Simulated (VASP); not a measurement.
Wanted: the native input for a VASP 6.6.1 run.

```
Task                   : relaxation of cell and atoms
Functional             : PBEsol
Potentials or basis    : VASP PAW PBE potentials, release 64 (In_d, Sb, As)
Cutoff                 : 600 eV
k mesh                 : 6 × 6 × 6
Occupations            : gaussian, width 0.03 eV
Spin                   : no spin polarisation
Further INCAR settings : ALGO = Normal; EDIFF = 1e-07; IBRION = 2; EDIFFG = -0.005; NSW = 90; ISIF = 3
```

The structure of In8SbAs7 lies in POSCAR:

```
In8SbAs7                                
1.0
   -6.1456111842     -0.0000000000      6.1456111842
   -6.1456111842     -6.1456111842      0.0000000000
    0.0000000000     -6.1456111842      6.1456111842
  In              Sb              As            
     8     1     7
Direct
     0.9955696406065003    0.5132910781804997    0.9955696406065003
     0.9955696406065003    0.9955696406065003    0.9955696406065003
     0.9991220262304874    0.5002926579231707    0.5002926579231707
     0.9955696406065003    0.9955696406065003    0.5132910781804997
     0.5002926579231707    0.5002926579231707    0.9991220262304874
     0.5132910781804997    0.9955696406065003    0.9955696406065003
     0.5002926579231707    0.5002926579231707    0.5002926579231707
     0.5002926579231707    0.9991220262304874    0.5002926579231707
     0.1250000000000000    0.1250000000000000    0.1250000000000000
     0.1254520232744244    0.6245479767255756    0.1254520232744244
     0.1254520232744244    0.1254520232744244    0.6245479767255756
     0.1254520232744244    0.6245479767255756    0.6245479767255756
     0.6245479767255756    0.1254520232744244    0.1254520232744244
     0.6245479767255756    0.6245479767255756    0.1254520232744244
     0.6245479767255756    0.1254520232744244    0.6245479767255756
     0.6250000000000000    0.6250000000000000    0.6250000000000000
```

The cell was built by a generator and needn't be a form met in nature.

These files were run (other wordings do the same):

INCAR

```
ALGO = Normal
EDIFF = 1E-7
EDIFFG = -0.005
ENCUT = 600
GGA = PS
IBRION = 2
ISIF = 3
ISMEAR = 0
KPAR = 4
LASPH = T
LCHARG = F
LREAL = F
LWAVE = F
NELM = 80
NSW = 90
PREC = Accurate
SIGMA = 0.03
```

KPOINTS

```
k-points
0
Gamma
  6 6 6
```

Potentials or basis: VASP PAW PBE potentials, release 64 (In_d, Sb, As).

The run is started by

```console
$ cat potpaw_PBE.64/In_d/POTCAR potpaw_PBE.64/Sb/POTCAR potpaw_PBE.64/As/POTCAR > POTCAR
$ mpirun -np 4 vasp_std > vasp.out
```

It gave:

* Relaxed volume: 29.03 Å³/atom
* Relaxed cell: a = 8.693 Å, b = 8.693 Å, c = 8.693 Å, α = 60.00°, β = 60.00°, γ = 60.00°
* Space group after relaxing (to 0.05 Å): F-43m (No. 216)
* Energy gained by relaxing: 0.0 meV/atom
* Ionic steps: 2
* Pressure after relaxing: 0.0 GPa
* Largest force after relaxing: 0.003 eV/Å
* Band gap on the k mesh: none (metal or under the smearing width)

Caveat: the PAW data sets were made with another functional, which shifts forces and pressure a little.

Run time: 6.2 min on 4 MPI ranks on Intel(R) Xeon(R) 6975P-C (Granite Rapids) (shared host), peak memory 1.1 GiB a rank.
